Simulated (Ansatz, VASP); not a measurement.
Given: the input of a run of VASP 6.6.1 on CsSi2.

The input INCAR:

```
SYSTEM = CsSi2
  PREC = Accurate
  ENCUT = 520
  EDIFF = 1E-6
  ISMEAR = -1
  SIGMA = 0.05
  LREAL = .FALSE.
  LASPH = .TRUE.
  NELM = 60
  ALGO = Normal
  ISIF = 2
  LWAVE = .FALSE.
  LCHARG = .TRUE.
  GGA = PE
  LELF = .TRUE.
  LVHAR = .TRUE.
  NBANDS = 16
```

KPOINTS

```
regular mesh
0
G
  5 5 6
  0 0 0
```

POSCAR

```
CsSi2
1.0
    6.3715700000      0.1274314000      0.0000000000
   -3.0754212000      5.4542244000      0.0000000000
    0.0000000000      0.0000000000      4.4786600000
Cs Si
1 2
Direct
    0.0000000000      0.0000000000      0.0000000000
    0.6666700000      0.3333300000      0.2503900000
    0.6666700000      0.3333300000      0.7496100000
```

Potentials or basis: VASP PAW PBE potentials, release 64 (Cs_sv, Si).

Launch:

```sh
$ cat potpaw_PBE.64/Cs_sv/POTCAR potpaw_PBE.64/Si/POTCAR > POTCAR
$ mpirun -np 1 vasp_std > vasp.out
```

**Question.** Set up the same calculation for Ansatz 0.2.0. Potentials there: Ansatz PAW.

**Answer.** As run (the cutoff follows the program's own potentials):

File input.yaml:

```yaml
crystal:
  lattice:
    - [6.37157, 0.1274314, 0.0]
    - [-3.0754212, 5.4542244, 0.0]
    - [0.0, 0.0, 4.47866]
  atoms:
    - { symbol: Cs, position: [0.0, 0.0, 0.0] }
    - { symbol: Si, position: [0.66667, 0.33333, 0.25039] }
    - { symbol: Si, position: [0.66667, 0.33333, 0.74961] }
hamiltonian:
  xc: pbe
  pseudopotentials: { kind: paw }
kpoints:
  mp_grid: { grid: [5, 5, 6] }
scf:
  occupations: { method: fermi_dirac, width: 0.05 }
output:
  forces: true
  stress: true
  eigenvalues: true
```

Potentials or basis: Ansatz PAW.

The run is started by

```sh
$ ansatz run input.yaml --threads 2 --pin off --max-ram 5632MiB --backend cpu --events-out ev --progress --plain --runs-dir out
```

Both were run:

|  | VASP | Ansatz | Ansatz less VASP |
| --- | --- | --- | --- |
| gap on the k mesh at the Fermi level (eV) | none | none | - |
| pressure (GPa) | -0.5 | -0.5 | +0.02 |
| largest component of the traceless stress (GPa) | 1.06 | 0.99 | -0.072 |
| rms of the force components (eV/Å) | 0.085 | 0.086 | +0.0012 |

Atom by atom the forces differ by 0.002 eV/Å (rms over components). A gap of «none» marks a metal or a gap that the smearing closes. The functional is the same, so the differences come from potentials, cutoffs and numerics.

The runs have no spin-orbit coupling, so splittings on Cs are missing.
